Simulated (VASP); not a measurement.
Level of theory: PBE GGA with D4 dispersion, VASP's PBE PAW potentials (set 64) (plane waves; VASP).

The input files of a VASP run:

POSCAR:
```
LiCl
1.0
  0.0000000000   2.5700000000   2.5700000000
  2.5700000000   0.0000000000   2.5700000000
  2.5700000000   2.5700000000   0.0000000000
Li Cl
1 1
Cart
  0.0000000000   0.0000000000   0.0000000000
  2.5700000000   2.5700000000   2.5700000000
```

**KPOINTS**
```
Automatic mesh
0
G
8 8 8
```

INCAR:
```
ALGO  =  Normal
EDIFF  =  1E-6
EDIFFG  =  -0.01
ENCUT  =  520
GGA  =  PE
IBRION  =  2
ISIF  =  3
ISMEAR  =  0
IVDW  =  13
LASPH  =  .True.
LCHARG  =  .False.
LREAL  =  .False.
LWAVE  =  .False.
NELM  =  100
NSW  =  60
PREC  =  Accurate
SIGMA  =  0.05
SYSTEM  =  LiCl
```

POTCAR, in this order: Li_sv Cl (PBE.64 set). Program: vasp_std.

Energy and stress use the plane-wave basis of the starting cell.

Q: Estimate the energy per atom (σ→0), dispersion energy, volume per atom, band gap (on the k-mesh).

A: 
- energy per atom (σ→0) = -3.816 eV/atom
- dispersion energy = -0.250 eV
- band gap (on the k-mesh) = 6.49 eV
- volume per atom = 16.43 Å³/atom

OSZICAR:
```
...
DAV:   1    -0.739334840394E+01   -0.85422E-02   -0.23174E-01   522   0.365E+00    0.724E-01
DAV:   2    -0.738311504747E+01    0.10233E-01   -0.26820E-02   657   0.116E+00    0.251E-01
DAV:   3    -0.738182671232E+01    0.12883E-02   -0.51668E-03   541   0.465E-01    0.158E-01
DAV:   4    -0.738181845469E+01    0.82576E-05   -0.14305E-04   886   0.109E-01    0.290E-02
DAV:   5    -0.738182629634E+01   -0.78416E-05   -0.17342E-05   679   0.358E-02    0.894E-03
DAV:   6    -0.738182431107E+01    0.19853E-05   -0.49689E-07   386   0.868E-03    0.296E-03
DAV:   7    -0.738182422907E+01    0.82001E-07   -0.19696E-07   261   0.445E-03
   3 F= -.76320603E+01 E0= -.76320603E+01  d E =-.392481E-02
```

The compound is LiCl in the rock salt structure. This run relaxes it. Symmetry was kept, so distortions that lower it aren't found.
